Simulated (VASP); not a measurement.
A VASP calculation is set up with these files.

### POSCAR
```
Cs
1
   -2.2090726657     2.2090726657     2.2090726657
    2.2090726657    -2.2090726657     2.2090726657
    2.2090726657     2.2090726657    -2.2090726657
Cs
1
Direct
  1.0000000000   1.0000000000   1.0000000000
```

### INCAR
```
LMAXMIX=4   ! l cut-off of mixed one-centre charges
IBRION=2   ! conjugate gradients
ALGO=Normal   ! blocked Davidson
ISMEAR=1
ENCUT=500
EDIFFG=-0.02
SYSTEM=Cs
NELM=100
PSTRESS=50   ! kbar
LREAL=F   ! projection in real space or not
PREC=Accurate
LWAVE=F
SIGMA=0.1   ! width (eV)
LASPH=T
EDIFF=1E-6
LCHARG=F
ISIF=3   ! ions, shape and volume
NSW=40   ! most ionic steps
```

### KPOINTS
```
Automatic mesh
0
Gamma
12 12 12
0 0 0
```

POTCAR, in this order: Cs_sv (LDA.64 set). Program: vasp_std.

### Question
Translate this LDA calculation to Ansatz.

### Answer
One equivalent input (not run):
Ansatz 0.2 input:
```yaml
crystal:
  lattice:
    - [-2.2090727, 2.2090727, 2.2090727]
    - [2.2090727, -2.2090727, 2.2090727]
    - [2.2090727, 2.2090727, -2.2090727]
  atoms:
    - { symbol: Cs, position: [1.0000000, 1.0000000, 1.0000000] }
kpoints:
  mp_grid: { grid: [12, 12, 12] }
hamiltonian:
  xc: lda
  pseudopotentials: { kind: paw }
scf:
  occupations: { method: methfessel_paxton, width: 0.1 }
  max_iter: 100
relax:
  max_steps: 40
  f_tol: 0.02
  cell: { p_target: 5 }
output: { forces: true, stress: true, eigenvalues: true }
```
Limits of the translation: each code has its own PAW files, so the cut-off isn't converted (ENCUT is set for VASP's; basis.ecutwfc is left out, and Ansatz then takes the one that its files recommend); Ansatz stops its SCF on the density residual and VASP on the energy change (EDIFF); Ansatz's lda is the Perdew-Wang form, while the LDA potentials of VASP carry Perdew-Zunger's.

The compound is Cs in the bcc structure. This run relaxes it under an external pressure of 5 GPa. Symmetry was kept, so distortions that lower it aren't found.
